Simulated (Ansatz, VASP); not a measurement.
# Cross-check of Bi2Se3 (Paraguanajuatite) between VASP and Ansatz, part 2 of 2

Aim: how closely do two programs agree when they are given the same cell, functional and k mesh? The cell is taken from a series of VASP runs on this material, whose earlier steps may have relaxed, scaled or displaced it; both programs get it as it stands.

VASP 6.6.1 and Ansatz 0.2.0.

So far. Step 2 (Ansatz: single point, r2SCAN): The run ends at a pressure of 0.03 GPa, with forces up to 0.023 eV/Å. Step 3 (VASP: single point, r2SCAN): The run ends at a pressure of -0.01 GPa, with forces up to 0.0086 eV/Å.

## Step 5: VASP: band structure, r2SCAN

Level of this step: r2SCAN; plane waves and PAW (Bi_d, Se) (VASP).

The same path points are solved in both programs, so levels can be compared one by one.

Contents of INCAR:

```
SYSTEM = Bi2Se3
PREC = Accurate
ENCUT = 400
EDIFF = 1E-06
NELM = 100
ISMEAR = 0
SIGMA = 0.05
LREAL = .FALSE.
ALGO = Normal
METAGGA = R2SCAN
LASPH = .TRUE.
NBANDS = 39
LORBIT = 11
LWAVE = .FALSE.
LCHARG = .FALSE.
KPAR = 4
```

Contents of POSCAR:

```
Bi2Se3
1.0
    2.0815535032      1.2017854754      9.9825010735
   -2.0815535032      1.2017854754      9.9825010735
    0.0000000000     -2.4035709509      9.9825010735
Bi Se
2 3
Direct
    0.3981265378      0.3981265378      0.3981265378
    0.6018734622      0.6018734622      0.6018734622
    0.0000000000      0.0000000000      0.0000000000
    0.2167314190      0.2167314190      0.2167314190
    0.7832685810      0.7832685810      0.7832685810
```

Contents of KPOINTS:

```
Automatic mesh
0
Gamma
6 6 6
0 0 0
```

Contents of KPOINTS_OPT:

```
Line mode
16
Line-mode
Reciprocal
  0.00000000   0.00000000   0.00000000 GAMMA
  0.50000000   0.00000000   0.00000000 L

  0.50000000   0.00000000   0.00000000 L
  0.50000000   0.17632904  -0.17632904 B1

  0.82367096   0.50000000   0.17632904 B
  0.50000000   0.50000000   0.50000000 Z

  0.50000000   0.50000000   0.50000000 Z
  0.00000000   0.00000000   0.00000000 GAMMA

  0.00000000   0.00000000   0.00000000 GAMMA
  0.33816452   0.00000000  -0.33816452 X

  0.66183548   0.33816452   0.00000000 Q
  0.50000000   0.50000000   0.00000000 F

  0.50000000   0.50000000   0.00000000 F
  0.66183548   0.66183548   0.17632904 P1

  0.66183548   0.66183548   0.17632904 P1
  0.50000000   0.50000000   0.50000000 Z

  0.50000000   0.00000000   0.00000000 L
  0.82367096   0.33816452   0.33816452 P
```

PAW data sets: Bi_d and Se (PBE family, release 64).

On the command line:

```console
> mpirun -np 4 vasp_std
```

Numbers of over 12 decimals in the logs are rounded to 6 here.

The log of the run:

```text
[banner, memory and clock lines left out]
running    4 mpi-ranks, on    1 nodes
[...]
[... a notice as in an earlier step ...]

 LDA part: xc-table for (None), standard interpolation
 POSCAR, INCAR and KPOINTS ok, starting setup
[...]
entering main loop
       N       E                     dE             d eps       ncg     rms          rms(c)
DAV:   1     0.279500197762E+03    0.27950E+03   -0.19634E+04  2496   0.107E+03
DAV:   2    -0.123636629401E+03   -0.40314E+03   -0.38004E+03  2575   0.314E+02
DAV:   3    -0.171178173680E+03   -0.47542E+02   -0.46071E+02  3073   0.123E+02
DAV:   4    -0.173066163050E+03   -0.18880E+01   -0.18801E+01  3058   0.271E+01
[...]
DAV:  12    -0.162066783249E+03   -0.39732E-04   -0.69238E-05  3494   0.408E-02    0.179E-02
DAV:  13    -0.162066785889E+03   -0.26397E-05   -0.13695E-05  3140   0.296E-02    0.394E-03
DAV:  14    -0.162066786109E+03   -0.22050E-06   -0.61766E-07  1893   0.564E-03
   1 F= -.16206679E+03 E0= -.16206679E+03  d E =-.506014E-19
 Start KPOINTS_OPT (optional k-point list driver)
k-point batch [1-32\144]
       N       E                     dE             ncg
DAV:   1     0.614064776504E+03   -0.29542E+05     2503
DAV:   2    -0.125600554812E+05   -0.13174E+05     2598
DAV:   3    -0.141782536966E+05   -0.16182E+04     3077
DAV:   4    -0.142428119486E+05   -0.64558E+02     2955
DAV:   5    -0.142454010611E+05   -0.25891E+01     3483
DAV:   6    -0.142454548440E+05   -0.53783E-01     3285
DAV:   7    -0.142454560853E+05   -0.12413E-02     3535
DAV:   8    -0.142454561088E+05   -0.23503E-04     3261
DAV:   9    -0.142454561092E+05   -0.38400E-06     1863
[...]
k-point batch [129-144\144]
       N       E                     dE             ncg
DAV:   1     0.100775308963E+05   -0.19600E+05     1248
DAV:   2     0.356415399611E+04   -0.65134E+04     1336
DAV:   3     0.280800699936E+04   -0.75615E+03     1511
DAV:   4     0.278019333174E+04   -0.27814E+02     1496
DAV:   5     0.277898864766E+04   -0.12047E+01     1825
DAV:   6     0.277896561393E+04   -0.23034E-01     1643
DAV:   7     0.277896501377E+04   -0.60015E-03     1833
DAV:   8     0.277896500296E+04   -0.10812E-04     1574
DAV:   9     0.277896500275E+04   -0.21280E-06      953
```

Parts of OUTCAR (step 5):

```text
  Total       -0.0173584     -0.0173584      0.0211836      0.0000000     -0.0000000      0.0000000
  in kB       -0.1856164     -0.1856164      0.2265195      0.0000000     -0.0000000      0.0000000
  external PRESSURE =      -0.0482378 kB  Pullay stress =       0.0000000 kB

 POSITION                                       TOTAL-FORCE (eV/Angst)
 -----------------------------------------------------------------------------------
      0.00000     -0.00000     11.92290         0.000000      0.000000     -0.002958
      0.00000     -0.00000     18.02461         0.000000     -0.000000      0.002958
      0.00000      0.00000      0.00000        -0.000000     -0.000000     -0.000000
      0.00000     -0.00000      6.49056         0.000000     -0.000000      0.008457
      0.00000     -0.00000     23.45694         0.000000      0.000000     -0.008457
 -----------------------------------------------------------------------------------
    total drift:                               -0.000000     -0.000000      0.000000

  FREE ENERGIE OF THE ION-ELECTRON SYSTEM (eV)
  ---------------------------------------------------
  free  energy   TOTEN  =      -162.0667861091 eV

  energy  without entropy=     -162.0667861091  energy(sigma->0) =     -162.06678611

[... 1 part as in an earlier step ...]

[... 2 further parts left out ...]
[key lines of the parts left out:]
E-fermi :   4.2443
```

Spin-orbit coupling is off here; with elements this heavy it splits and shifts levels by tenths of an eV or more.

## Step 6: Ansatz: band structure, r2SCAN

The same cell, functional, mesh and smearing now go to Ansatz, which takes its cutoff from its data sets.

The cell is taken from a series of VASP runs on this material, whose earlier steps may have relaxed, scaled or displaced it; both programs get it as it stands.

Contents of input.yaml:

```yaml
crystal:
  lattice:
    - [2.0815535032, 1.2017854754, 9.9825010735]
    - [-2.0815535032, 1.2017854754, 9.9825010735]
    - [0.0, -2.4035709509, 9.9825010735]
  atoms:
    - { symbol: Bi, position: [0.3981265378, 0.3981265378, 0.3981265378] }
    - { symbol: Bi, position: [0.6018734622, 0.6018734622, 0.6018734622] }
    - { symbol: Se, position: [0.0, 0.0, 0.0] }
    - { symbol: Se, position: [0.216731419, 0.216731419, 0.216731419] }
    - { symbol: Se, position: [0.783268581, 0.783268581, 0.783268581] }
hamiltonian:
  xc: r2scan
  pseudopotentials: { kind: paw }
kpoints:
  mp_grid: { grid: [6, 6, 6] }
  band_path:
    path:
      - [0.0, 0.0, 0.0]
      - [0.13333, 0.0, 0.0]
      - [0.3, 0.0, 0.0]
      - [0.46667, 0.0, 0.0]
      - [0.5, 0.03527, -0.03527]
      - [0.5, 0.09404, -0.09404]
      - [0.5, 0.15282, -0.15282]
      - [0.78051, 0.5, 0.21949]
      - [0.67262, 0.5, 0.32738]
      - [0.56473, 0.5, 0.43527]
      - [0.46667, 0.46667, 0.46667]
      - [0.3, 0.3, 0.3]
      - [0.13333, 0.13333, 0.13333]
      - [0.0, 0.0, 0.0]
      - [0.11272, 0.0, -0.11272]
      - [0.2029, 0.0, -0.2029]
      - [0.31562, 0.0, -0.31562]
      - [0.62947, 0.37053, 0.0]
      - [0.57552, 0.42448, 0.0]
      - [0.52158, 0.47842, 0.0]
      - [0.52158, 0.52158, 0.02351]
      - [0.57552, 0.57552, 0.08229]
      - [0.62947, 0.62947, 0.14106]
      - [0.65105, 0.65105, 0.19791]
      - [0.5971, 0.5971, 0.3058]
      - [0.54316, 0.54316, 0.41369]
      - [0.5, 0.0, 0.0]
      - [0.60789, 0.11272, 0.11272]
      - [0.71578, 0.22544, 0.22544]
      - [0.82367, 0.33816, 0.33816]
    npoints: 1
scf:
  occupations: { method: gaussian, width: 0.05 }
  n_extra_bands: 8
output:
  forces: true
  stress: true
  eigenvalues: true
```

On the command line:

```console
> ansatz run input.yaml --threads 2 --pin off --max-ram 4608MiB --backend cpu --events-out ev --progress --plain --runs-dir out
```

The log of the run:

```text
[...]
Crystal: 5 atoms, lattice volume = 149.832 Å³
Basis set: ecut = 500 eV, 3835 PW (Γ), FFT grids on a1−a3, a2−a3, a3, exchange–correlation on 128×128×300 points (64 copies of the dense FFT grid, shifted against one another)
Bands: 47, of which v1, the nominal top of the filled ones, is band 39 counted from 1 (38 counted from 0)
Symmetry: 12 space group operations
[...]
k-point 0: bands = [... 35 lower, 6.2425, 6.7755, 6.7755, 7.8480, 8.6168, 9.7423, 9.7423, 10.4244, ... 4 higher]
  k-point 1: bands = [... 35 lower, 6.7028, 6.7510, 7.0349, 7.3361, 9.5588, 10.1062, 10.2770, 10.5329, ... 4 higher]
  k-point 2: bands = [... 35 lower, 5.8054, 6.5708, 6.7400, 7.3996, 9.3729, 10.4432, 10.6939, 11.3419, ... 4 higher]
  k-point 31: bands = [... 35 lower, 6.6855, 6.6908, 6.6908, 7.5468, 8.7961, 9.8985, 9.8985, 10.3851, ... 4 higher]
[key lines of the parts left out:]
SCF converged after 7 iterations
Free energy (F): -41258.644955 eV
Fermi energy:    8.232386 eV
P = ⅓ Tr σ = 0.0264 GPa (0.264 kbar)
```

Wall time 37 s (2 threads of Arm Neoverse N1, shared host); peak memory 0.83 GiB; 74 s of CPU time.

## Step 7: Differences

Both answers:

| quantity | Ansatz | VASP | difference |
| --- | --- | --- | --- |
| pressure (GPa) | 0.03 | 0.00 | +0.03 |
| gap over the path points (eV) | 0.769 | 0.765 | +0.003 |

Levels at points of the path, from each program's valence-band top (eV; 4 filled, then empty):

| k (reciprocal lattice) | Ansatz | VASP |
| --- | --- | --- |
| 0.000 0.000 0.000 | -1.61 -1.07 -1.07 0.00 0.77 1.89 1.89 | -1.60 -1.07 -1.07 0.00 0.77 1.90 1.90 |
| 0.133 0.000 0.000 | -1.20 -1.11 -0.77 -0.47 1.57 2.21 2.29 | -1.19 -1.10 -0.77 -0.47 1.57 2.21 2.29 |
| 0.300 0.000 0.000 | -1.82 -1.19 -1.10 -0.41 1.56 2.61 2.70 | -1.82 -1.19 -1.09 -0.40 1.56 2.61 2.70 |
| 0.467 0.000 0.000 | -2.54 -1.69 -1.15 -0.53 1.42 2.53 3.35 | -2.53 -1.68 -1.14 -0.53 1.42 2.53 3.35 |
| 0.500 0.035 -0.035 | -2.34 -1.70 -1.36 -0.60 1.73 2.54 3.40 | -2.34 -1.69 -1.35 -0.60 1.73 2.54 3.40 |
| 0.500 0.094 -0.094 | -2.35 -1.78 -1.28 -0.88 2.67 2.86 3.47 | -2.35 -1.77 -1.27 -0.88 2.67 2.86 3.46 |
| 0.500 0.153 -0.153 | -2.67 -1.78 -0.89 -0.71 2.37 2.95 3.29 | -2.66 -1.77 -0.88 -0.71 2.38 2.95 3.28 |
| 0.781 0.500 0.219 | -2.24 -1.43 -0.84 -0.54 2.14 2.61 3.01 | -2.23 -1.43 -0.83 -0.53 2.14 2.61 3.01 |
| 0.673 0.500 0.327 | -1.69 -1.47 -0.84 -0.67 2.30 2.63 2.95 | -1.68 -1.46 -0.83 -0.67 2.30 2.63 2.95 |
| 0.565 0.500 0.435 | -1.37 -1.26 -0.48 -0.20 1.50 1.64 2.16 | -1.36 -1.26 -0.48 -0.20 1.49 1.64 2.16 |

At this near-relaxed geometry the largest component of a force difference is 14 meV/Å. Among the levels compared at these points, filled levels agree within 8 meV and empty ones within 5 meV. Ansatz's pressure holds a Pulay correction of 0.01 GPa; VASP's holds none.

## Step 8: What came out

```yaml
difference_in_gap_on_the_k_mesh_single_point_r2scan: 0.0033 eV
r_m_s_force_difference_single_point_r2scan: 6.9 meV/Å
difference_in_gap_over_the_path_points_band_structure_r2scan: 0.0033 eV
r_m_s_force_difference_band_structure_r2scan: 6.9 meV/Å
```

In words: The r.m.s. force difference is 6.9 meV/Å (band structure, r2SCAN), within the 12 meV/Å picked in this series as the mark of a large difference. How closely two codes agree says nothing of how well the functional describes the real material.

[Lines on the potential files, build, host, timing and source positions are cut from VASP's logs without a mark.]

[Logs are printed without paths, hosts, clocks, repeated set-up lines and the standing remarks that a program may print on its own settings, such as how far it seeks lower states.]

[Hosts, paths, dates, database ids (printed as entryN), source tags and the programs' standing remarks are cut or masked in the printed files.]
